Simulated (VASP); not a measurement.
Consider the following.

```
YN
1.0
    0.00000     2.38530     2.38530
    2.38530     0.00000     2.38530
    2.38530     2.38530     0.00000
Y N
1 1
Direct
  0.00000   0.00000   0.00000
  0.50000   0.50000   0.50000
```

Calculation: PBEsol GGA, VASP's PBE PAW potentials (set 64) (plane waves; VASP 6.6.1). Settings: 620 eV cut-off, 13×13×13 Γ-centred mesh, first-order Methfessel-Paxton smearing of 0.10 eV, potentials Y_sv N.

Energy and stress use the plane-wave basis of the starting cell.

Problem. The ions, cell shape and volume at an external pressure of 20.0 GPa are relaxed. Which structure does the run end with?

Solution. 
```
YN
1.0
    0.00000     2.35087     2.35087
    2.35087     0.00000     2.35087
    2.35087     2.35087     0.00000
Y N
1 1
Direct
  0.00000   0.00000   0.00000
  0.50000   0.50000   0.50000
```
Space group Fm-3m (225), at a tolerance of 0.03 Å.

Problem. How do energy and volume change from the first to the last step?

Solution. The energy (σ→0) changes by +53.3 meV/atom and the volume by -4.3 %, in 4 ionic steps.

The compound is YN in the rock salt structure. This run relaxes it under an external pressure of 20 GPa. Symmetry was kept, so distortions that lower it aren't found.
